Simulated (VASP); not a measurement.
Write the native input for VASP 6.6.1 that does the following.

```
Task                   : single point
Functional             : PBE
Potentials or basis    : VASP PAW PBE potentials, release 64 (Cd, C)
Cutoff                 : 520 eV
k mesh                 : 4 × 4 × 1
Occupations            : gaussian, width 0.1 eV
Spin                   : no spin polarisation
Dipole correction      : yes
Further INCAR settings : ALGO = Normal; EDIFF = 1e-06; NBANDS = 21
```

The structure of Cd2C lies in POSCAR:

```
Cd2C
1.0
    5.4396590000      0.0000000000      0.0000000000
    0.0000000000      5.4396590000      0.0000000000
    0.0000000000      0.0000000000     14.0000000000
Cd C
2 1
Direct
    0.5000000000      0.0000000000      0.5000000000
    0.0000000000      0.5000000000      0.5000000000
    0.0000000000      0.0000000000      0.5000000000
```

The cell was built by a generator and needn't be a form met in nature.

These files were run (other wordings do the same):

INCAR

```
SYSTEM = Cd2C
ALGO = Normal ; DIPOL = 0.5 0.5 0.500
EDIFF = 1E-6 ; ENCUT = 520
GGA = PE ; IDIPOL = 3
ISIF = 2 ; ISMEAR = 0
LASPH = .TRUE. ; LCHARG = .FALSE.
LDIPOL = .TRUE. ; LREAL = .FALSE.
LWAVE = .FALSE. ; NBANDS = 21
NELM = 100 ; PREC = Accurate
SIGMA = 0.1
```

KPOINTS

```
k-points
0
G
  4 4 1
  0 0 0
```

Potentials or basis: VASP PAW PBE potentials, release 64 (Cd, C).

Run with:

```console
$ cat potpaw_PBE.64/Cd/POTCAR potpaw_PBE.64/C/POTCAR > POTCAR
$ mpirun -np 1 vasp_std > vasp.out
```

It gave:

| Property | Result |
| --- | --- |
| Band gap on the k mesh | none (metal or under the smearing width) |

Wall time 37 s on 1 thread of Intel(R) Xeon(R) Platinum 8559C (Emerald Rapids) (shared host), peak memory 0.4 GiB.
